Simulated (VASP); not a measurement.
Calculation: RPBE GGA, VASP's PBE PAW potentials (set 64) (plane waves; VASP).

The input files of a VASP run:

**INCAR**
```
ALGO = Normal
EDIFF = 1E-6
ENCUT = 520
GGA = RP
ISIF = 2
ISMEAR = 0
LASPH = .True.
LCHARG = .False.
LMAXMIX = 6
LREAL = .False.
LWAVE = .False.
NELM = 100
PREC = Accurate
SIGMA = 0.05
SYSTEM = HfO2
```

File POSCAR:
```
HfO2
1
    0.0000000000     2.5400000000     2.5400000000
    2.5400000000     0.0000000000     2.5400000000
    2.5400000000     2.5400000000     0.0000000000
Hf O
1 2
Direct
  0.0000000000   0.0000000000   0.0000000000
  0.2500000000   0.2500000000   0.2500000000
  0.7500000000   0.7500000000   0.7500000000
```

KPOINTS:
```
Automatic mesh
0
G
 8 8 8
0 0 0
```

POTCAR, in this order: Hf_pv O (PBE.64 set). Program: vasp_std.

The run wrote:

### OSZICAR
```
       N       E                     dE             d eps       ncg     rms          rms(c)
DAV:   1     0.104401829318E+03    0.10440E+03   -0.12989E+04   870   0.145E+03
DAV:   2    -0.306947056407E+02   -0.13510E+03   -0.13306E+03  1129   0.328E+02
DAV:   3    -0.346251582547E+02   -0.39305E+01   -0.39277E+01  1094   0.543E+01
DAV:   4    -0.346488910253E+02   -0.23733E-01   -0.23728E-01  1115   0.460E+00
DAV:   5    -0.346490859359E+02   -0.19491E-03   -0.19491E-03  1073   0.374E-01    0.473E+01
DAV:   6    -0.289790500239E+02    0.56700E+01   -0.29657E+01   968   0.386E+01    0.423E+01
DAV:   7    -0.289131266209E+02    0.65923E-01   -0.75695E-01  1108   0.812E+00    0.286E+01
DAV:   8    -0.289105523891E+02    0.25742E-02   -0.24988E-01  1066   0.528E+00    0.607E+00
DAV:   9    -0.288984365675E+02    0.12116E-01   -0.48755E-02  1059   0.197E+00    0.166E+00
DAV:  10    -0.288991481701E+02   -0.71160E-03   -0.61570E-03  1029   0.619E-01    0.397E-01
DAV:  11    -0.288991208721E+02    0.27298E-04   -0.41474E-04  1136   0.171E-01    0.285E-01
DAV:  12    -0.288991659714E+02   -0.45099E-04   -0.18906E-04  1102   0.962E-02    0.872E-02
DAV:  13    -0.288991681895E+02   -0.22181E-05   -0.39988E-06  1020   0.173E-02    0.263E-02
DAV:  14    -0.288991688922E+02   -0.70264E-06   -0.17743E-06   930   0.104E-02
   1 F= -.28899169E+02 E0= -.28899169E+02  d E =-.448074E-11
```

### OUTCAR
```
------------------------ aborting loop because EDIFF is reached ----------------------------------------
  FORCE on cell =-STRESS in cart. coord.  units (eV):
  Direction    XX          YY          ZZ          XY          YZ          ZX
  --------------------------------------------------------------------------------------
  Total        0.7975352      0.7975352      0.7975352      0.0000000      0.0000000     -0.0000000
  in kB       38.9878525     38.9878525     38.9878525      0.0000000      0.0000000     -0.0000000
  external PRESSURE =      38.9878525 kB  Pullay stress =       0.0000000 kB
  volume of cell :       32.77
      direct lattice vectors                 reciprocal lattice vectors
     0.000000000  2.540000000  2.540000000    -0.196850394  0.196850394  0.196850394
     2.540000000  0.000000000  2.540000000     0.196850394 -0.196850394  0.196850394
     2.540000000  2.540000000  0.000000000     0.196850394  0.196850394 -0.196850394
 POSITION                                       TOTAL-FORCE (eV/Angst)
 -----------------------------------------------------------------------------------
      0.00000      0.00000      0.00000         0.000000     -0.000000      0.000000
      1.27000      1.27000      1.27000        -0.000000     -0.000000     -0.000000
      3.81000      3.81000      3.81000         0.000000      0.000000      0.000000
 -----------------------------------------------------------------------------------
    total drift:                                0.000000      0.000000      0.000000
  FREE ENERGIE OF THE ION-ELECTRON SYSTEM (eV)
  ---------------------------------------------------
  free  energy   TOTEN  =       -28.8991688922 eV

  energy  without entropy=      -28.8991688922  energy(sigma->0) =      -28.89916889
```
(Selected blocks of OUTCAR.)

The compound is HfO2 in the fluorite structure, the high-temperature cubic form, which is unstable at 0 K; the monoclinic form is the stable one. The cell was not relaxed at this level. The run is one of a series of settings (GGA = RP against the base run), some of them coarse on purpose.
